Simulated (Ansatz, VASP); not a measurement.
# Cross-check of Ge2MoN4 (MoGe2N4 monolayer) between VASP and Ansatz, part 2 of 2

One calculation is typed for both programs; each brings its own data sets. How far apart do they land? The cell is taken from a series of runs on this material, whose earlier steps may have relaxed, scaled, displaced or heated it; both programs get it as it stands.

VASP 6.6.1 and Ansatz 0.2.0.

So far: The structure; VASP: single point, r2SCAN with D4.

### Step 3. Ansatz: single point, r2SCAN with D4

Level of this step: Ansatz beside VASP: Kohn-Sham DFT, plane waves, r2SCAN with D4 (Ansatz).

Ansatz runs on its default PAW (the set named soft_2) files.

The same cell, functional, mesh and smearing now go to Ansatz, which takes its cutoff from its data sets.

Contents of input.yaml:

```yaml
crystal:
  lattice:
    - [2.9849887572, 0.0, 0.0]
    - [-1.4924943786, 2.5850760938, 0.0]
    - [0.0, 0.0, 25.3704720722]
  atoms:
    - { symbol: "N", position: [0.0, 0.0, 0.3547431035] }
    - { symbol: Ge, position: [0.3333333333, 0.6666666667, 0.3787617591] }
    - { symbol: "N", position: [0.3333333333, 0.6666666667, 0.4520760759] }
    - { symbol: Mo, position: [0.0, 0.0, 0.5] }
    - { symbol: "N", position: [0.3333333333, 0.6666666667, 0.5479239241] }
    - { symbol: Ge, position: [0.3333333333, 0.6666666667, 0.6212382409] }
    - { symbol: "N", position: [0.0, 0.0, 0.6452568965] }
kpoints:
  mp_grid: { grid: [18, 18, 1] }
  band_path:
    path: [[0, 0, 0], [0.5, 0, 0], [0.33333333, 0.33333333, 0], [0, 0, 0]]
    npoints: 16
hamiltonian:
  xc: r2scan
  dispersion: d4
scf:
  occupations: { method: fermi_dirac, width: 0.05 }
  convergence: { dr2_threshold: 1.0e-10 }
efield:
  axis: 3
  dipole_correction: true
  ramp_position: 0.97
  ramp_width: 0.06
  amplitude: 0
output:
  dos: { projected: true, e_range: [-6, 5] }
  bader: true
  write_potential: true
  write_density: true
  volumetric_format: npy
  elf: true
```

The run is started by

```console
$ ansatz run input.yaml --threads 8 --pin off --max-ram 12288MiB --backend cpu --events-out ev --progress --plain --runs-dir out
```

Numbers of over 12 decimals in the logs are rounded to 6 here.

What it wrote:

```text
Engine: ansatz 0.2.0, x86_64-unknown-linux-gnu
Pseudopotentials: kind: paw
Pseudopotential: N, paw, valence charge 5, recommended cutoff 500 eV (meta_gga), N.paw.azcp
Pseudopotential: Ge, paw, valence charge 14, recommended cutoff 500 eV (meta_gga), Ge.paw.azcp
Pseudopotential: Mo, paw, valence charge 14, recommended cutoff 500 eV (meta_gga), Mo.paw.azcp
Functional definition: r2SCAN
  parameter k0 = 0.174
  parameter k1 = 0.065
  parameter a1 = 4.9479
  exchange = r2scan_x(k0 = k0, k1 = k1, a1 = a1)
  correlation = r2scan_c
Crystal: 7 atoms, lattice volume = 195.769 Å³
Basis set: ecut = 500 eV, 5061 PW (Γ), exchange–correlation on 96×96×768 points (64 copies of the dense FFT grid, shifted against one another)
Bands: 38, of which v1, the nominal top of the filled ones, is band 31 counted from 1 (30 counted from 0)
Symmetry: 6 space group operations
k-points: 37 of 324 (time reversal used)
Non-local potential: N, projectors of the file, l = 0: 2, l = 1: 2, l = 2: 1
Non-local potential: Ge, projectors of the file, l = 0: 2, l = 1: 2, l = 2: 3, l = 3: 1
Non-local potential: Mo, projectors of the file, l = 0: 3, l = 1: 2, l = 2: 2, l = 3: 1
PAW form: soft (Blöchl's): semilocal exchange-correlation on the pseudo side does not see the compensation charge
PAW frozen core: N, regenerated for the run's functional (the file was generated under x = pbe(κ = 0.804, μ = 0.219515), c = pbe(β = 0.066725))
PAW frozen core: Ge, regenerated for the run's functional (the file was generated under x = pbe(κ = 0.804, μ = 0.219515), c = pbe(β = 0.066725))
PAW frozen core: Mo, regenerated for the run's functional (the file was generated under x = pbe(κ = 0.804, μ = 0.219515), c = pbe(β = 0.066725))
PAW one-centre angular grid: N, 302 points (default); XC on 160 Gauss nodes
PAW one-centre angular grid: Ge, 590 points (default); XC on 160 Gauss nodes
PAW one-centre angular grid: Mo, 590 points (default); XC on 160 Gauss nodes
Initial density: superposition of atomic densities (neutral atoms: chi_scale 0, normalization atom), corrected by the library's trained network
Initial wavefunctions: pseudopotential atomic-orbital guess
Functional: x = r2scan, c = r2scan; τ floored in thin density (d = 2e-4 eV/Å³)
SCF iter   1: F=—  HF=-15115.586874 eV  |F-HF|=—  |Δ(HF+E_count)|=         —  Δρ=7.77e-3  dr2=1.07e-1  dr2_τ=4.89e-1  ethr=1.77e-3  p=0.000 e·Å  D=2.01e-13 V/Å  ΔV_dip=-0.00 eV  dr2_dipole=6.90e-9  V_vac-E_F(+/−)=4.92/4.92 eV  ⟨swp⟩=8.8  Hψ=6737  notcnv=0  defer=3
efield: sawtooth ramp at fractional position 0.9700 (set: `efield.ramp_position`, or a place that a band, a saddle search or an elastic batch's reference lends), width 0.0600; the density the first Hamiltonian is built on has a dipole p = 0.000 e·Å; the dipole correction subtracts the counter field D = 2.01e-13 V/Å, which shifts the + side's vacuum level by -0.00 eV against the − side's; the planar-averaged density in the ramp window peaks in size at 6.7e-6 e/Å³
preconditioner: auto → Resta (q_TF=auto, 2.253 Å⁻¹)  ε∞=2.1  [insulator: Δε(μ)=1.393 eV  Ē_g=18.842 eV  σ=0.050 eV  W_gap=1.00  n_scr=18 (ndim 8)  ℏωp=19.5 eV  f_vac=0.599  D(μ)=0.00/eV (n_scr^D=0)  ε∞_Penn≈2.1  vacuum switching on, ρ_ref=2.6e-2 e/Å³]
SCF iter   2: F=—  HF=-15115.701904 eV  |F-HF|=—  |Δ(HF+E_count)|=   1.15e-1  Δρ=4.76e-3  dr2=4.38e-2  dr2_τ=9.16e-3  ethr=1.72e-4  p=-0.000 e·Å  D=-2.71e-5 V/Å  ΔV_dip=0.00 eV  dr2_dipole=4.38e-8  V_vac-E_F(+/−)=5.18/5.18 eV  ⟨swp⟩=3.0  Hψ=3213  notcnv=0  defer=62
SCF iter   3: F=—  HF=-15115.697990 eV  |F-HF|=—  |Δ(HF+E_count)|=   3.91e-3  Δρ=2.66e-3  dr2=7.46e-3  dr2_τ=7.45e-4  ethr=7.07e-5  p=0.000 e·Å  D=1.92e-5 V/Å  ΔV_dip=-0.00 eV  dr2_dipole=1.87e-8  V_vac-E_F(+/−)=5.01/5.01 eV  ⟨swp⟩=2.3  Hψ=2034  notcnv=0  defer=62
SCF iter   4: F=—  HF=-15115.699919 eV  |F-HF|=—  |Δ(HF+E_count)|=   1.93e-3  Δρ=1.10e-3  dr2=1.50e-3  dr2_τ=2.37e-4  ethr=1.20e-5  p=-0.000 e·Å  D=-5.68e-5 V/Å  ΔV_dip=0.00 eV  dr2_dipole=1.64e-7  V_vac-E_F(+/−)=5.03/5.03 eV  ⟨swp⟩=3.6  Hψ=3202  notcnv=0  defer=62
SCF iter   5: F=—  HF=-15115.699719 eV  |F-HF|=—  |Δ(HF+E_count)|=   2.00e-4  Δρ=2.67e-4  dr2=1.32e-4  dr2_τ=9.44e-6  ethr=2.42e-6  p=0.000 e·Å  D=4.02e-5 V/Å  ΔV_dip=-0.00 eV  dr2_dipole=7.02e-8  V_vac-E_F(+/−)=5.01/5.01 eV  ⟨swp⟩=2.1  Hψ=2400  notcnv=0  defer=62
SCF iter   6: F=—  HF=-15115.699700 eV  |F-HF|=—  |Δ(HF+E_count)|=   1.86e-5  Δρ=7.70e-5  dr2=1.57e-5  dr2_τ=1.80e-6  ethr=2.12e-7  p=-0.000 e·Å  D=-1.11e-4 V/Å  ΔV_dip=0.00 eV  dr2_dipole=5.98e-7  V_vac-E_F(+/−)=5.01/5.01 eV  ⟨swp⟩=3.0  Hψ=2869  notcnv=0  defer=62
SCF iter   7: F=—  HF=-15115.699701 eV  |F-HF|=—  |Δ(HF+E_count)|=   6.73e-7  Δρ=3.49e-5  dr2=2.32e-6  dr2_τ=1.17e-7  ethr=2.54e-8  p=0.000 e·Å  D=6.52e-5 V/Å  ΔV_dip=-0.00 eV  dr2_dipole=1.95e-7  V_vac-E_F(+/−)=5.00/5.01 eV  ⟨swp⟩=2.1  Hψ=1789  notcnv=0  defer=62
SCF iter   8: F=—  HF=-15115.699703 eV  |F-HF|=—  |Δ(HF+E_count)|=   2.80e-6  Δρ=1.79e-5  dr2=1.90e-6  dr2_τ=7.28e-8  ethr=3.74e-9  p=-0.000 e·Å  D=-8.76e-5 V/Å  ΔV_dip=0.00 eV  dr2_dipole=3.65e-7  V_vac-E_F(+/−)=5.01/5.00 eV  ⟨swp⟩=2.1  Hψ=2049  notcnv=0  defer=62
SCF iter   9: F=—  HF=-15115.699703 eV  |F-HF|=—  |Δ(HF+E_count)|=   5.99e-8  Δρ=6.11e-6  dr2=3.48e-8  dr2_τ=4.35e-9  ethr=3.06e-9  p=0.000 e·Å  D=7.55e-7 V/Å  ΔV_dip=-0.00 eV  dr2_dipole=1.10e-12  V_vac-E_F(+/−)=5.00/5.00 eV  ⟨swp⟩=2.0  Hψ=1543  notcnv=0  defer=62
SCF iter  10: F=—  HF=-15115.699703 eV  |F-HF|=—  |Δ(HF+E_count)|=   4.97e-8  Δρ=1.78e-6  dr2=5.32e-9  dr2_τ=3.94e-10  ethr=5.62e-11  p=0.000 e·Å  D=2.99e-7 V/Å  ΔV_dip=-0.00 eV  dr2_dipole=1.35e-11  V_vac-E_F(+/−)=5.00/5.00 eV  ⟨swp⟩=2.5  Hψ=2483  notcnv=0  defer=62
SCF iter  11: F=—  HF=-15115.699703 eV  |F-HF|=—  |Δ(HF+E_count)|=   3.41e-9  Δρ=4.09e-7  dr2=3.57e-10  dr2_τ=4.36e-11  ethr=8.57e-12  p=0.000 e·Å  D=4.09e-7 V/Å  ΔV_dip=-0.00 eV  dr2_dipole=2.99e-13  V_vac-E_F(+/−)=5.00/5.00 eV  ⟨swp⟩=2.9  Hψ=2950  notcnv=0  defer=62
iter 12 met the thresholds in force, and the SCF goes on: an eigenvalue changes by 1.67 meV, over its tolerance of 1.03 meV (output.eigenvalues, Limitations)
SCF iter  12: F=-15115.699703 eV  HF=-15115.699703 eV  |F-HF|=4.73e-11  |Δ(HF+E_count)|=  1.02e-10  Δρ=1.87e-7  dr2=9.42e-11  dr2_τ=1.18e-11  ethr=1.00e-12  p=-0.000 e·Å  D=-6.36e-7 V/Å  ΔV_dip=0.00 eV  dr2_dipole=6.50e-12  V_vac-E_F(+/−)=5.00/5.00 eV  ⟨swp⟩=12.1  Hψ=4571  notcnv=0
SCF iter  13: F=-15115.699703 eV  HF=-15115.699703 eV  |F-HF|=5.09e-11  |Δ(HF+E_count)|=  1.27e-10  Δρ=5.72e-8  dr2=5.74e-12  dr2_τ=7.64e-13  ethr=1.00e-12  p=0.000 e·Å  D=1.21e-7 V/Å  ΔV_dip=-0.00 eV  dr2_dipole=2.30e-13  V_vac-E_F(+/−)=5.00/5.00 eV  ⟨swp⟩=1.8  Hψ=3051  notcnv=0
SCF 1 converged in 13 iterations: F = -15115.699703 eV  dr2 = 5.74e-12
  greatest PAW one-centre occupation: 0.998 electrons in one spin orbital (limit 2), on the Ge atom at site 5 (counted from 0), in its partial waves of l = 2
NSCF: frozen V_eff on 49 k-points
efield: sawtooth ramp at fractional position 0.9700 (kept from the solve that this one continues, or follows in the run), width 0.0600; the density the first Hamiltonian is built on has a dipole p = 0.000 e·Å; the dipole correction subtracts the counter field D = 1.21e-7 V/Å, which shifts the + side's vacuum level by -0.00 eV against the − side's; the planar-averaged density in the ramp window peaks in size at 8.2e-7 e/Å³
WARN: The output density's exchange-correlation potential varies sharply where the density is thin. Do not read a vacuum level from v_tot or v_xc, or from such a field of the output density. On a cell that repeats whose density bears no net charge and no dipole along the vacuum's axis use v_es (v_loc + v_h of the components); under efield.dipole_correction with no amplitude use v_es + v_field, which holds any externa [...]
SCF converged after 13 iterations
an eigenvalue changed by more than its tolerance at an iteration that met the thresholds in force, so the SCF went on 1 time: the last check found none over its tolerance
Free energy (F): -15115.699703 eV
Harris-Foulkes:  -15115.699703 eV  (|F-HF|=5.09e-11)
Internal energy: -15115.699703 eV  (E = F + TS)
E sigma→0 (E₀):  -15115.699703 eV
Entropy (-TS):   -0.000000 eV (-0.000 meV/atom)
Fermi energy:    2.311468 eV
Dipole field:    D = -0.000001 V/Å  (p = -0.000001 e·Å, saw-weighted, corrected)
Work function:   Φ+ = 5.0042 eV   Φ− = 5.0042 eV
Levels:          The Fermi level and band energies are counted from a zero that moves with the ramp; work functions are not
--- Per-component energies (eV) ---
  E_band       = -1030.050843
  E_kinetic    = 1190.031494
  E_local      = -84588.326408  (includes V_loc(G=0)·N_el)
  E_nonlocal   = 1172.041588
  E_hartree    = 41385.264782
  E_xc         = -555.844483
  E_vxc        = -730.995508  (∫ρ·V_xc dr)
  E_paw        = -7808.769617  (= ΣΔE_a)
  E_vpaw       = -887.324772  (= ΣTr[D̂ρ^β])
  E_aug_tail   = 0.000125  (compensation charges beyond the density's cutoff)
  E_vtau       = 43.993332  (kinetic-family band-sum trace: ∫τ·v_τ [+ j·A + Jᵃ·Aᵃ] dr)
  E_efield     = 0.000000  (sawtooth field / dipole correction)
  E_vefield    = 0.000000  (∫n·V_field dr)
  E_ewald      = 34093.155262
  E_disp       = -0.741454  (pairwise vdW)
  E_core_change = -2.510994  (= ΣΔE_core)
  E_smearing   = -0.000000  (= −TS)
  E_closure    = -0.000000  (closes the sum)
  Σ components = -15115.699703   (vs F -15115.699703, Δ=0.00e0)
--- Band table (eV; the first three rows and the last of 37) ---
  k-point 0: bands = [... 27 lower, -1.0506, -1.0506, -0.3868, 1.5831, 4.3722, 4.4221, 4.6893, 4.6893, ... 3 higher]
  k-point 1: bands = [... 27 lower, -1.1981, -1.1084, -0.2891, 1.6080, 4.1934, 4.3680, 4.6700, 4.8086, ... 3 higher]
  k-point 2: bands = [... 27 lower, -1.3768, -1.2700, -0.2170, 1.5303, 4.0363, 4.3337, 4.6160, 5.0512, ... 3 higher]
  k-point 36: bands = [... 27 lower, -2.3022, -0.8574, -0.2452, 0.9960, 2.9421, 5.2215, 5.5415, 6.0563, ... 3 higher]
--- Bader charges: 7 sites ---
  site symbol  charge [e]  shift [e]
     0      N     -1.5770     0.0189
     1     Ge      2.1208     0.0245
     2      N     -1.4408     0.0061
     3     Mo      1.7942     0.0010
     4      N     -1.4409     0.0061
     5     Ge      2.1208     0.0245
     6      N     -1.5770     0.0189
  estimated error of the sums over rays = 3.7e-4 e
```

Reading the cycles: dr2 is the Hartree energy of the density residual (eV), the measure of convergence; HF is the Harris–Foulkes estimate of the energy, which meets the free energy F at convergence.

### Step 4. Differences

Known differences besides the potentials themselves: VASP keeps PBE cores, Ansatz makes them for the functional; the cutoff is 500 eV in Ansatz and 580 eV in VASP. Total energies have different zeros and are not compared.

Compared:

```
              quantity  Ansatz   VASP  difference
gap on the k mesh (eV)   1.334  1.343      -0.009
```

A gap on the mesh is an upper bound, since the band edges may lie between its points. VASP's last cycles still show a density residual of 2e-02, so its state may not be settled. With vacuum in the cell, a pressure given here is an average over mostly empty space and none of the material.

### Step 5. Results

```yaml
difference_in_gap_on_the_k_mesh_single_point_r2scan_with_d4: -0.0086 eV
```

In words: The difference in gap on the k mesh is -0.0086 eV (single point, r2SCAN with D4), within the 0.08 eV picked in this series as the mark of a large difference. Such differences can come from data sets, numerical settings and the points named under the comparisons, not from the functional's error against experiment.

[Lines on the potential files, build, host, timing and source positions are cut from VASP's logs without a mark.]

[Logs are printed without paths, hosts, clocks, repeated set-up lines and the standing remarks that a program may print on its own settings, such as how far it seeks lower states.]

[Hosts, paths, dates, database ids (printed as entryN), source tags and the programs' standing remarks are cut or masked in the printed files.]
